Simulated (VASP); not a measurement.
```xyz
2
Lattice="2.8324 0.0000 0.0000 0.0000 2.8324 0.0000 0.0000 0.0000 3.7417" Properties=species:S:1:pos:R:3 pbc="T T T"
Cu     0.0000     0.0000     0.0000
Au     1.4162     1.4162     1.8708
```

Computed with PBE GGA, VASP's PBE PAW potentials (set 64) (plane waves; VASP). Settings: 500 eV cut-off, 13×13×10 Γ-centred mesh, first-order Methfessel-Paxton smearing of 0.10 eV, potentials Cu Au.

Energy and stress use the plane-wave basis of the starting cell.

Problem. The ions, cell shape and volume at an external pressure of 5.0 GPa are relaxed. What does this cell relax into?

Solution. 
```xyz
2
Lattice="2.8009 0.0000 0.0000 0.0000 2.8009 0.0000 0.0000 0.0000 3.7008" Properties=species:S:1:pos:R:3 pbc="T T T"
Cu     0.0000     0.0000     0.0000
Au     1.4005     1.4005     1.8504
```
Space group P4/mmm (123), at a tolerance of 0.03 Å.

Problem. How do energy and volume change from the first to the last step?

Solution. The energy (σ→0) changes by +7.3 meV/atom and the volume by -3.3 %, in 4 ionic steps.

```
step  E(σ→0) (eV)  max force (eV/Å)  pressure (GPa)  volume (Å³)
----  -----------  ----------------  --------------  -----------
1         -7.0627             0.000           -0.08        30.02
2         -6.9938             0.000           11.72        28.00
3         -7.0489             0.000            4.83        29.06
4         -7.0480             0.000            5.03        29.03
```

The compound is CuAu in the L1_0 structure. This run relaxes it under an external pressure of 5 GPa. Symmetry was kept, so distortions that lower it aren't found.
